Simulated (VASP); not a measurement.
OSZICAR of a VASP run on PbO (litharge):

### OSZICAR
```
       N       E                     dE             d eps       ncg     rms          rms(c)
DAV:   1     0.457231009799E+03    0.45723E+03   -0.20234E+04   864   0.196E+03
DAV:   2     0.475498042080E+02   -0.40968E+03   -0.40364E+03   896   0.494E+02
DAV:   3    -0.156579631833E+02   -0.63208E+02   -0.61948E+02  1176   0.197E+02
DAV:   4    -0.178838155740E+02   -0.22259E+01   -0.22249E+01   936   0.429E+01
DAV:   5    -0.179747265125E+02   -0.90911E-01   -0.90900E-01  1248   0.840E+00    0.125E+01
DAV:   6    -0.134900959156E+02    0.44846E+01   -0.37668E+01  1400   0.459E+01    0.570E+00
DAV:   7    -0.132587817362E+02    0.23131E+00   -0.36982E+00  1128   0.145E+01    0.253E+00
DAV:   8    -0.132533298752E+02    0.54519E-02   -0.90161E-01  1200   0.673E+00    0.127E+00
DAV:   9    -0.132212058350E+02    0.32124E-01   -0.18396E-01  1360   0.362E+00    0.280E-01
DAV:  10    -0.132230177237E+02   -0.18119E-02   -0.18116E-02   920   0.846E-01    0.756E-02
DAV:  11    -0.132229762003E+02    0.41523E-04   -0.29441E-03  1488   0.427E-01    0.787E-02
DAV:  12    -0.132229098798E+02    0.66321E-04   -0.27456E-04  1208   0.184E-01    0.457E-02
DAV:  13    -0.132228885209E+02    0.21359E-04   -0.14585E-04  1368   0.928E-02    0.711E-03
DAV:  14    -0.132228881866E+02    0.33436E-06   -0.11201E-05  1208   0.326E-02    0.510E-03
DAV:  15    -0.132228872496E+02    0.93694E-06   -0.31556E-06   912   0.237E-02
   1 F= -.13222887E+02 E0= -.13222887E+02  d E =-.132229E+02
```

Q: Which electronic solver shows in the log?

A: It is blocked Davidson (ALGO = Normal, or the opening steps of other solvers). The INCAR had ALGO = Normal.

Q: Can the final energy be trusted as converged?

A: Self-consistency was reached. It stopped with EDIFF = 1E-6, NELM = 100, NSW = 60 and EDIFFG = -0.02 after 1 ionic step (rev-vdW-DF2, plane waves, VASP's PBE PAW potentials (set 64)).

The compound is PbO in the litharge structure. It was relaxed first. The start is the result of an earlier pass.
